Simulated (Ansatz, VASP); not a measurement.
**Sb2AsP (alpha-NaFeO2 type (invented)): VASP beside Ansatz**

Wanted: the spread between two codes on one cell, functional and k mesh. The cell is generated by rule, not measured, and may not be a known phase. The cell is taken from a series of runs on this material, whose earlier steps may have relaxed, scaled, displaced or heated it; both programs get it as it stands.

Main program and level: Ansatz 0.2.0; plane waves, with VASP 6.6.1 beside it; relaxation of cell and atoms at PBE.

## Step 1: Set-up

Symmetry: R-3m, No. 166, trigonal system. Conventional cell: a = 4.067 Å, b = 4.067 Å, c = 19.776 Å, α = 90.00°, β = 90.00°, γ = 120.00°. Nearest to P lie 6 Sb at 2.83 Å. As has 6 Sb at 2.91 Å nearest. Sb has 3 P at 2.83 Å and 3 As at 2.91 Å nearest. Farther neighbours are not listed.

## Step 2: Ansatz: relaxation of cell and atoms, PBE

Ansatz runs on its default PAW (the set named soft_2) files.

The relaxed volume is the usual yardstick between codes: in a stiff, nearly cubic crystal its relative difference is about their pressure difference at one cell divided by the bulk modulus.

File input.yaml:

```yaml
crystal:
  lattice:
    - [2.0336092344, 1.1741048389, 6.5921401796]
    - [-2.0336092344, 1.1741048389, 6.5921401796]
    - [0.0, -2.3482096778, 6.5921401796]
  atoms:
    - { symbol: P, position: [1.0, 0.0, 0.0] }
    - { symbol: As, position: [0.5, 0.5, 0.5] }
    - { symbol: Sb, position: [0.2531879513, 0.2531879513, 0.2531879513] }
    - { symbol: Sb, position: [0.7468120487, 0.7468120487, 0.7468120487] }
kpoints:
  mp_grid: { grid: [12, 12, 12] }
hamiltonian:
  xc: pbe
scf:
  occupations: { method: gaussian, width: 0.1 }
output:
  forces: true
  stress: true
  eigenvalues: true
relax:
  adjacent_minimum: "off"
  f_tol: 0.005
  max_steps: 80
  cell: { stress_tol: 0.05 }
```

On the command line:

```console
$ ansatz run input.yaml --threads 2 --pin off --max-ram 5120MiB --backend cpu --events-out ev --progress --plain --runs-dir out
```

Numbers of over 12 decimals in the logs are rounded to 6 here.

Output:

```text
basis.fft_grid_basis auto: the FFT boxes are laid along the combinations [[1, 0, -1], [0, 1, -1], [0, 0, 1]] of the cell's own vectors, 4.067, 4.067 and 6.998 Å long. The dense box has 30×30×48 points. Along the cell's own vectors, as sized, it would have 48×48×48, 2.56 times as many. Of the 12 symmetry operations that the crystal satisfies within crystal.symmetry.tolerance (time reversal apart; of a slab, those that [...]
Engine: ansatz 0.2.0, x86_64-unknown-linux-gnu
Pseudopotentials: kind: paw
Pseudopotential: P, paw, valence charge 5, recommended cutoff 420 eV (normal), P.paw.azcp
Pseudopotential: As, paw, valence charge 15, recommended cutoff 420 eV (normal), As.paw.azcp
Pseudopotential: Sb, paw, valence charge 15, recommended cutoff 420 eV (normal), Sb.paw.azcp
Functional definition: PBE
  parameter kappa = 0.804
  parameter beta = 0.066725
  exchange = pbe_x(kappa = kappa, mu = beta*pi^2/3)
  correlation = pbe_c(beta = beta)
Crystal: 4 atoms, lattice volume = 94.439 Å³
Basis set: ecut = 420 eV, 1853 PW (Γ), FFT grids on a1−a3, a2−a3, a3, exchange–correlation on 60×60×96 points (8 copies of the dense FFT grid, shifted against one another)
Bands: 30, of which v1, the nominal top of the filled ones, is band 25 counted from 1 (24 counted from 0)
Symmetry: 12 space group operations
Space group: R-3m (ITA 166), of the structure as read, at distance tolerance 4.6e-5 Å
k-points: 189 of 1728
Non-local potential: P, projectors of the file, l = 0: 2, l = 1: 2, l = 2: 2
Non-local potential: As, projectors of the file, l = 0: 2, l = 1: 2, l = 2: 3, l = 3: 1
Non-local potential: Sb, projectors of the file, l = 0: 2, l = 1: 2, l = 2: 2, l = 3: 2
PAW form: soft (Blöchl's): semilocal exchange-correlation on the pseudo side does not see the compensation charge
PAW one-centre angular grid: P, 110 points (default); XC on 64 Gauss nodes
PAW one-centre angular grid: As, 590 points (default); XC on 64 Gauss nodes
PAW one-centre angular grid: Sb, 590 points (default); XC on 64 Gauss nodes
Initial density: superposition of atomic densities (neutral atoms: chi_scale 0, normalization atom), corrected by the library's trained network
Initial wavefunctions: pseudopotential atomic-orbital guess
Functional: x = pbe(κ = 0.804, μ = 0.219515), c = pbe(β = 0.066725)
SCF iter   1: F=—  HF=-18580.406680 eV  |F-HF|=—  |Δ(HF+E_count)|=         —  Δρ=1.37e-3  dr2=5.28e-3  ethr=1.77e-3  ⟨swp⟩=7.1  Hψ=25819  notcnv=0
preconditioner: auto → Kerker (q_TF=auto, 2.454 Å⁻¹)  [metal: Δε(μ)=0.002 eV  Ē_g=8.231 eV  σ=0.100 eV  W_gap=0.01  n_scr=28 (ndim 8)  ℏωp=17.1 eV  f_vac=0.000  D(μ)=1.60/eV (n_scr^D=2)]
SCF iter   2: F=—  HF=-18580.404202 eV  |F-HF|=—  |Δ(HF+E_count)|=   2.48e-3  Δρ=6.65e-4  dr2=1.39e-3  ethr=1.06e-5  ⟨swp⟩=2.4  Hψ=11114  notcnv=0  defer=5
SCF iter   3: F=—  HF=-18580.404150 eV  |F-HF|=—  |Δ(HF+E_count)|=   5.26e-5  Δρ=2.55e-4  dr2=2.43e-4  ethr=2.79e-6  ⟨swp⟩=2.0  Hψ=6112  notcnv=0  defer=5
SCF iter   4: F=—  HF=-18580.404142 eV  |F-HF|=—  |Δ(HF+E_count)|=   7.61e-6  Δρ=1.13e-4  dr2=2.19e-5  ethr=4.87e-7  ⟨swp⟩=2.0  Hψ=6443  notcnv=0  defer=5
SCF iter   5: F=—  HF=-18580.404137 eV  |F-HF|=—  |Δ(HF+E_count)|=   5.34e-6  Δρ=3.15e-5  dr2=1.78e-6  ethr=4.38e-8  ⟨swp⟩=2.0  Hψ=9371  notcnv=0  defer=5
SCF iter   6: F=—  HF=-18580.404137 eV  |F-HF|=—  |Δ(HF+E_count)|=   2.42e-7  Δρ=1.73e-5  dr2=4.86e-7  ethr=3.55e-9  ⟨swp⟩=2.0  Hψ=10301  notcnv=0  defer=5
SCF iter   7: F=-18580.404137 eV  HF=-18580.404137 eV  |F-HF|=2.22e-9  |Δ(HF+E_count)|=   8.44e-8  Δρ=5.49e-6  dr2=5.47e-8  ethr=2.00e-10  ⟨swp⟩=7.3  Hψ=30299  notcnv=0
SCF 1 converged in 7 iterations: F = -18580.404137 eV  dr2 = 5.47e-8
  greatest PAW one-centre occupation: 0.999 electrons in one spin orbital (limit 2), on the As atom at site 1 (counted from 0), in its partial waves of l = 2
relax step   1: F+E_penalty+E_count = -18580.40413659 eV  Δ(F+E_penalty+E_count) = +0.000e0 eV  max|allowed force component| = 1.080e-2 eV/Å  Δτ_max = 0.0000 Å  P = +0.179 GPa  Ω = 94.439 Å³  (7 SCF iters, dr2 threshold 1.00e-7 eV, accepted)
[...]
relax step   3: F+E_penalty+E_count = -18580.40471667 eV  Δ(F+E_penalty+E_count) = -2.419e-4 eV  max|allowed force component| = 6.428e-3 eV/Å  Δτ_max = 0.0035 Å  P = -0.028 GPa  Ω = 94.725 Å³  energy of the carried Pulay correction = -5.685e-5 eV  (5 SCF iters, dr2 threshold 8.57e-8 eV, accepted)
[...]
relax step   4: F+E_penalty+E_count = -18580.40473400 eV  Δ(F+E_penalty+E_count) = -1.733e-5 eV  max|allowed force component| = 6.027e-3 eV/Å  Δτ_max = 0.0013 Å  P = +0.033 GPa  Ω = 94.641 Å³  energy of the carried Pulay correction = -4.017e-5 eV  (6 SCF iters, dr2 threshold 2.58e-9 eV, accepted)
[...]
relax step   5: F+E_penalty+E_count = -18580.40473357 eV  Δ(F+E_penalty+E_count) = +4.328e-7 eV  max|allowed force component| = 2.484e-4 eV/Å  Δτ_max = 0.0007 Å  P = +0.000 GPa  Ω = 94.687 Å³  energy of the carried Pulay correction = -4.917e-5 eV  (4 SCF iters, dr2 threshold 2.27e-9 eV, accepted)
[...]
relax step   6: F+E_penalty+E_count = -18580.40478231 eV  Δ(F+E_penalty+E_count) = -4.875e-5 eV  max|allowed force component| = 2.677e-4 eV/Å  Δτ_max = 0.0000 Å  P = +0.000 GPa  Ω = 94.687 Å³  stress off target by 2.47e-4 GPa  SCF on the basis re-selected at this cell (its energy is not comparable with the rows above)  (6 SCF iters)
basis re-selected at this cell: Δ(F+E_penalty+E_count) = -4.875e-5 eV, ΔP = -0.000 GPa vs the last step (what re-selecting the basis moved, of the pressure what is left beyond the Pulay correction that the steps carried, after the strain that the cell walked since its last selection, with what the two solves' SCF thresholds leave and, on support functions, any second-order correction that the steps lacked; it is no m [...]
SCF converged after 6 iterations
Free energy (F): -18580.404782 eV
Harris-Foulkes:  -18580.404782 eV  (|F-HF|=3.64e-12)
Internal energy: -18580.396732 eV  (E = F + TS)
E sigma→0 (E₀):  -18580.400757 eV
Entropy (-TS):   -0.008050 eV (-2.013 meV/atom)
Fermi energy:    10.424547 eV
--- Per-component energies (eV) ---
  E_band       = -536.017245
  E_kinetic    = 584.320742
  E_local      = -5034.956922  (includes V_loc(G=0)·N_el)
  E_nonlocal   = 86.781889
  E_hartree    = 2460.704074
  E_xc         = -417.146153
  E_vxc        = -331.938160  (∫ρ·V_xc dr)
  E_paw        = -11553.688718  (= ΣΔE_a)
  E_vpaw       = -761.632987  (= ΣTr[D̂ρ^β])
  E_aug_tail   = 0.000008  (compensation charges beyond the density's cutoff)
  E_ewald      = -4706.411652
  E_smearing   = -0.008050  (= −TS)
  E_closure    = 0.000000  (closes the sum)
  Σ components = -18580.404782   (vs F -18580.404782, Δ=0.00e0)
--- Forces (eV/Å), atoms counted from 1 ---
  atom   1  P      0.00000000     0.00000000     0.00000000
  atom   2  As    -0.00000000     0.00000000     0.00000000
  atom   3  Sb    -0.00000000     0.00000000     0.00026766
  atom   4  Sb    -0.00000000    -0.00000000    -0.00026766
  max |Σ_I F_I| component: 5.78e-19 eV/Å
--- Stress (GPa, compression-positive) ---
        0.000222       0.000000       0.000000
        0.000000       0.000222      -0.000000
        0.000000      -0.000000      -0.000247
  P = ⅓ Tr σ = 0.0001 GPa (0.001 kbar)
--- Band table (eV; the first three rows and the last of 189) ---
  k-point 0: bands = [... 21 lower, 8.5661, 9.4208, 9.4208, 10.1685, 10.1685, 10.3562, 11.1713, 14.2509, ... 1 higher]
  k-point 1: bands = [... 21 lower, 8.5130, 9.0167, 9.0645, 9.6344, 10.6839, 11.1759, 12.3072, 13.3776, ... 1 higher]
  k-point 2: bands = [... 21 lower, 8.3121, 8.5140, 8.9750, 10.0033, 11.4859, 11.7841, 12.1448, 13.9315, ... 1 higher]
  k-point 188: bands = [... 21 lower, 8.9397, 8.9397, 9.6991, 9.8789, 11.8547, 11.8547, 12.1089, 12.1089, ... 1 higher]
--- Relaxed structure (5 steps of the walk, 5 accepted, 1 SCFs on fresh bases) ---
  F+E_penalty+E_count = -18580.40478231 eV   max|allowed force component| = 2.677e-4 eV/Å   (the final SCF, on the basis selected at the relaxed cell)
  cell:  # Å, volume = 94.6865 Å³
    - [2.029393, 1.171671, 6.636899]
    - [-2.029393, 1.171671, 6.636899]
    - [0, -2.343341, 6.636899]
  atoms:
    - { symbol: P, position: [1.000000, -1.1102230246251565e-16, -5.551115123125783e-17] }
    - { symbol: As, position: [0.500000, 0.500000, 0.500000] }
    - { symbol: Sb, position: [0.253204, 0.253204, 0.253204] }
    - { symbol: Sb, position: [0.746796, 0.746796, 0.746796] }
```

Reading the cycles: dr2 is the Hartree energy of the density residual (eV), the measure of convergence; HF is the Harris–Foulkes estimate of the energy, which meets the free energy F at convergence.

## Step 3: VASP: relaxation of cell and atoms, PBE

The same cell, functional, mesh and smearing now go to VASP, with its own data sets.

Lines of VASP's logs that name or quote its potential files are left out, and so is its time.

File INCAR:

```
SYSTEM = Sb2AsP
PREC = Accurate
ENCUT = 500
EDIFF = 1E-07
NELM = 120
ISMEAR = 0
SIGMA = 0.1
LREAL = .FALSE.
ALGO = Normal
GGA = PE
NBANDS = 16
LORBIT = 11
LWAVE = .FALSE.
LCHARG = .FALSE.
ISIF = 3
IBRION = 2
NSW = 80
EDIFFG = -0.005
LASPH = .TRUE.
GGA_COMPAT = .FALSE.
NELMIN = 4
KPAR = 2
```

File POSCAR:

```
Sb2AsP
1.0
    2.0336090000      1.1741050000      6.5921400000
   -2.0336090000      1.1741050000      6.5921400000
    0.0000000000     -2.3482100000      6.5921400000
P As Sb
1 1 2
Direct
    0.0000000000      0.0000000000      0.0000000000
    0.5000000000      0.5000000000      0.5000000000
    0.2531879380      0.2531879380      0.2531879380
    0.7468120620      0.7468120620      0.7468120620
```

File KPOINTS:

```
Automatic mesh
0
Gamma
12 12 12
0 0 0
```

Potentials, in the order of the species: P, As and Sb (PBE family, release 64).

On the command line:

```console
$ mpirun -np 2 vasp_std
```

Output:

```text
[banner, memory and clock lines left out]
running    2 mpi-ranks, on    1 nodes
 distrk:  each k-point on    1 cores,    2 groups
 distr:  one band on    1 cores,    1 groups

 POSCAR found type information on POSCAR P AsSb
 POSCAR found :  3 types and       4 ions
 LDA part: xc-table for (Slater+PW92), standard interpolation
 POSCAR, INCAR and KPOINTS ok, starting setup
 FFT: planning ... GRIDC
 FFT: planning ... GRID_SOFT
 FFT: planning ... GRID
 WAVECAR not read
 entering main loop
       N       E                     dE             d eps       ncg     rms          rms(c)
DAV:   1     0.770554076654E+02    0.77055E+02   -0.72122E+03  6048   0.979E+02
DAV:   2    -0.133083836202E+02   -0.90364E+02   -0.87672E+02  8224   0.157E+02
DAV:   3    -0.181498997363E+02   -0.48415E+01   -0.47552E+01  7944   0.404E+01
DAV:   4    -0.181967231251E+02   -0.46823E-01   -0.46781E-01  7536   0.465E+00
DAV:   5    -0.181973370444E+02   -0.61392E-03   -0.61381E-03  7880   0.543E-01    0.500E+00
DAV:   6    -0.179338920904E+02    0.26344E+00   -0.73434E-01  7640   0.385E+00    0.300E+00
DAV:   7    -0.179433450039E+02   -0.94529E-02   -0.11809E-01  8104   0.178E+00    0.126E+00
DAV:   8    -0.179440943458E+02   -0.74934E-03   -0.84319E-03  7456   0.502E-01    0.323E-01
DAV:   9    -0.179444216028E+02   -0.32726E-03   -0.98626E-04  8440   0.219E-01    0.865E-02
DAV:  10    -0.179444858637E+02   -0.64261E-04   -0.12725E-04  7264   0.715E-02    0.373E-02
DAV:  11    -0.179445210780E+02   -0.35214E-04   -0.42747E-05  7264   0.435E-02    0.118E-02
DAV:  12    -0.179445211724E+02   -0.94371E-07   -0.25610E-06  8232   0.103E-02    0.493E-03
DAV:  13    -0.179445212371E+02   -0.64677E-07   -0.32189E-07  7320   0.373E-03
   1 F= -.17944521E+02 E0= -.17940538E+02  d E =-.179445E+02
[...]
2 F= -.17944801E+02 E0= -.17940814E+02  d E =-.279418E-03
[...]
3 F= -.17944817E+02 E0= -.17940831E+02  d E =-.296202E-03
[...]
4 F= -.17945035E+02 E0= -.17941014E+02  d E =-.217539E-03
[...]
5 F= -.17945087E+02 E0= -.17941048E+02  d E =-.269079E-03
[...]
6 F= -.17945088E+02 E0= -.17941047E+02  d E =-.270109E-03
[...]
7 F= -.17945106E+02 E0= -.17941061E+02  d E =-.187224E-04
 trial-energy change:   -0.000019  1 .order   -0.000018   -0.000026   -0.000010
 step:   2.0251(harm=  2.0251)  dis= 0.00137  next Energy=   -17.945109 (dE=-0.218E-04)
 bond charge predicted
       N       E                     dE             d eps       ncg     rms          rms(c)
DAV:   1    -0.179451092623E+02   -0.29890E-05   -0.17602E-04  6808   0.754E-02    0.592E-03
DAV:   2    -0.179451097126E+02   -0.45028E-06   -0.98127E-06  8496   0.172E-02    0.356E-03
DAV:   3    -0.179451096515E+02    0.61127E-07   -0.51709E-07  7208   0.407E-03    0.165E-03
DAV:   4    -0.179451096991E+02   -0.47682E-07   -0.15185E-07  4976   0.208E-03
   8 F= -.17945110E+02 E0= -.17941061E+02  d E =-.221516E-04
 curvature:  -1.01 expect dE=-0.644E-05 dE for cont linesearch -0.717E-08
 trial: gam= 0.31447 g(F)=  0.131E-06 g(S)=  0.622E-05 ort =-0.390E-06 (trialstep = 0.138E+01)
 search vector abs. value=  0.824E-05
 reached required accuracy - stopping structural energy minimisation
```

Parts of OUTCAR (step 3):

```text
ion  position               nearest neighbor table
   1  0.000  0.000  0.000-   3 2.83   3 2.83   4 2.83   4 2.83   3 2.83   4 2.83
   2  0.500  0.500  0.500-   4 2.91   4 2.91   3 2.91   3 2.91   4 2.91   3 2.91
   3  0.253  0.253  0.253-   1 2.83   1 2.83   1 2.83   2 2.91   2 2.91   2 2.91
   4  0.747  0.747  0.747-   1 2.83   1 2.83   1 2.83   2 2.91   2 2.91   2 2.91

  LATTYP: Found a trigonal (rhomboedric) cell.
 ALAT       =     6.9978852445
 COS(alpha) =     0.8310993081

 Subroutine GETGRP returns: Found 12 space group operations
 (whereof 12 operations were pure point group operations)

The static configuration has the point symmetry D_3d.

 Found    189 irreducible k-points:

   k-points           NKPTS =    189   k-points in BZ     NKDIM =    189   number of bands    NBANDS=     16

   dimension x,y,z NGX =    54 NGY =   54 NGZ =   54
   dimension x,y,z NGXF=   108 NGYF=  108 NGZF=  108

   ENCUT  =  500.0 eV  36.75 Ry    6.06 a.u.  12.76 12.76 12.76*2*pi/ulx,y,z

   NELECT =      20.0000    total number of electrons

 k-points in reciprocal lattice and weights: Automatic mesh
   0.00000000  0.00000000  0.00000000       0.001
   0.08333333 -0.00000000  0.00000000       0.003
   0.16666667 -0.00000000  0.00000000       0.003
   0.25000000 -0.00000000  0.00000000       0.003
   0.33333333 -0.00000000  0.00000000       0.003
   0.41666667 -0.00000000  0.00000000       0.003
   0.50000000 -0.00000000  0.00000000       0.002
   0.08333333  0.08333333  0.00000000       0.003
   0.16666667  0.08333333  0.00000000       0.007
[...]
-0.41666667  0.50000000  0.41666667       0.003
   0.50000000  0.50000000  0.50000000       0.001

 average (electrostatic) potential at core
       1 -81.7243       2 -47.5802       3 -86.0393       4 -86.0393

 E-fermi :   7.2307

 k-point     1 :       0.0000    0.0000    0.0000
  band No.  band energies     occupation
    ...
      8       6.2247      2.00000
      9       6.2247      2.00000
     10       6.9673      1.99980
     11       6.9673      1.99980
     12       7.1576      1.69845
     13       7.9799      0.00000
     14      11.0612      0.00000
     15      11.0612      0.00000
     16      11.0786      0.00000

 k-point     2 :       0.0833   -0.0000    0.0000
  band No.  band energies     occupation
    ...
      6       5.1479      2.00000
      7       5.3193      2.00000
      8       5.8192      2.00000
      9       5.8696      2.00000
     10       6.4359      2.00000
     11       7.4850      0.00032
     12       7.9798      0.00000
     13       9.1132      0.00000
     14      10.1846      0.00000
     15      10.9522      0.00000
    ...

 k-point     3 :       0.1667   -0.0000    0.0000
  band No.  band energies     occupation
    ...
      6       4.8153      2.00000
      7       5.1174      2.00000
      8       5.3164      2.00000
      9       5.7763      2.00000
     10       6.8126      2.00000
     11       8.2888      0.00000
     12       8.5909      0.00000
     13       8.9503      0.00000
     14      10.7393      0.00000
     15      10.8217      0.00000
    ...

  Total        0.0097109      0.0097109      0.0180833      0.0000000      0.0000000      0.0000000
  in kB        0.1645043      0.1645044      0.3063324      0.0000000      0.0000000      0.0000000
  external PRESSURE =       0.2117804 kB  Pullay stress =       0.0000000 kB

  energy-cutoff  :      500.00
  volume of cell :       94.58
      direct lattice vectors                 reciprocal lattice vectors
     2.029000884  1.171444501  6.631923319     0.246426704  0.142274488  0.050261940
    -2.029000884  1.171444501  6.631923319    -0.246426704  0.142274488  0.050261940
    -0.000000000 -2.342889002  6.631923319     0.000000000 -0.284548976  0.050261940

 POSITION                                       TOTAL-FORCE (eV/Angst)
 -----------------------------------------------------------------------------------
     -0.00000      0.00000     19.89577        -0.000000     -0.000000      0.000000
     -0.00000      0.00000      9.94788        -0.000000     -0.000000     -0.000000
     -0.00000      0.00000      5.03874         0.000000      0.000000     -0.001165
     -0.00000      0.00000     14.85703        -0.000000      0.000000      0.001165
 -----------------------------------------------------------------------------------
    total drift:                                0.000000      0.000000     -0.000000

  FREE ENERGIE OF THE ION-ELECTRON SYSTEM (eV)
  ---------------------------------------------------
  free  energy   TOTEN  =       -17.9451096991 eV

  energy  without entropy=      -17.9370115296  energy(sigma->0) =      -17.94106061

 reached required accuracy - stopping structural energy minimisation

 total charge
# of ion       s       p       d       tot
------------------------------------------
    1        1.098   1.316   0.000   2.414
    2        1.279   1.392   0.036   2.708
    3        1.242   1.030   0.054   2.325
    4        1.242   1.030   0.054   2.325
--------------------------------------------------
tot          4.861   4.767   0.143   9.772

[... 3 further parts left out ...]
```

## Step 4: Side by side

Known differences besides the potentials themselves: the data sets hold 50 valence electrons in Ansatz (on its default PAW (the set named soft_2) files) and 20 in VASP; the cutoff is 420 eV in Ansatz and 500 eV in VASP; Ansatz adds a Pulay correction to the stress that steers its cell, VASP none. Total energies have different zeros and are not compared.

Compared:

| quantity | Ansatz | VASP | difference |
| --- | --- | --- | --- |
| volume (Å³) | 94.69 | 94.58 | +0.11 % |
| edge a after relaxation, in the typed setting (Å) | 7.038 | 7.034 | +0.07 % |

## Step 5: Summary of results

| Quantity | Value |
| --- | --- |
| difference in volume (relaxation of cell and atoms, PBE) | 0.11 % |

What this shows: The difference in volume is 0.11 % (relaxation of cell and atoms, PBE), within the 1.2 % picked in this series as the mark of a large difference, as far as the stopping tolerances let one tell. The data sets hold unlike numbers of valence electrons (50 in Ansatz and 20 in VASP), so part of the differences comes from the potentials. 1 further run of this series is not shown here. Such differences can come from data sets, numerical settings and the points named under the comparisons, not from the functional's error against experiment.

[Lines on the potential files, build, host, timing and source positions are cut from VASP's logs without a mark.]

[Logs are printed without paths, hosts, clocks, repeated set-up lines and the standing remarks that a program may print on its own settings, such as how far it seeks lower states.]

[Hosts, paths, dates, database ids (printed as entryN), source tags and the programs' standing remarks are cut or masked in the printed files.]
